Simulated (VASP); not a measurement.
OSZICAR of a VASP run on BAs (zinc blende):

### OSZICAR
```
       N       E                     dE             d eps       ncg     rms          rms(c)
DAV:   1     0.127008384937E+02    0.12701E+02   -0.39117E+03   752   0.886E+02
DAV:   2    -0.117422836099E+02   -0.24443E+02   -0.23300E+02  1168   0.108E+02
DAV:   3    -0.120495861201E+02   -0.30730E+00   -0.30730E+00   816   0.163E+01
DAV:   4    -0.120500302462E+02   -0.44413E-03   -0.44413E-03  1136   0.693E-01
DAV:   5    -0.120500305150E+02   -0.26881E-06   -0.26881E-06   840   0.115E-02    0.496E+00
DAV:   6    -0.114706196648E+02    0.57941E+00   -0.18539E+00   784   0.706E+00    0.245E+00
DAV:   7    -0.114107918345E+02    0.59828E-01   -0.21031E-01  1056   0.277E+00    0.959E-01
DAV:   8    -0.114038269665E+02    0.69649E-02   -0.21714E-02   808   0.104E+00    0.117E-01
DAV:   9    -0.114041517732E+02   -0.32481E-03   -0.59516E-04   968   0.199E-01    0.676E-02
DAV:  10    -0.114043338518E+02   -0.18208E-03   -0.28976E-04   880   0.126E-01    0.164E-02
DAV:  11    -0.114043395288E+02   -0.56770E-05   -0.11135E-05  1128   0.265E-02    0.141E-02
DAV:  12    -0.114043391047E+02    0.42405E-06   -0.25101E-06   824   0.110E-02    0.231E-03
DAV:  13    -0.114043391070E+02   -0.23275E-08   -0.79589E-08   648   0.229E-03
   1 F= -.12066303E+02 E0= -.12066303E+02  d E =-.218071E-14
```

### Question
Which electronic solver shows in the log?

### Answer
It is blocked Davidson (ALGO = Normal, or the opening steps of other solvers). The INCAR had ALGO = Normal.

### Question
Can the final energy be trusted as converged?

### Answer
The calculation finished and met its thresholds. It stopped with EDIFF = 1E-7, NELM = 100 (PBE GGA with D3 dispersion (Becke-Johnson damping), plane waves, VASP's PBE PAW potentials (set 64)).

The compound is BAs in the zinc blende structure. It was relaxed first.
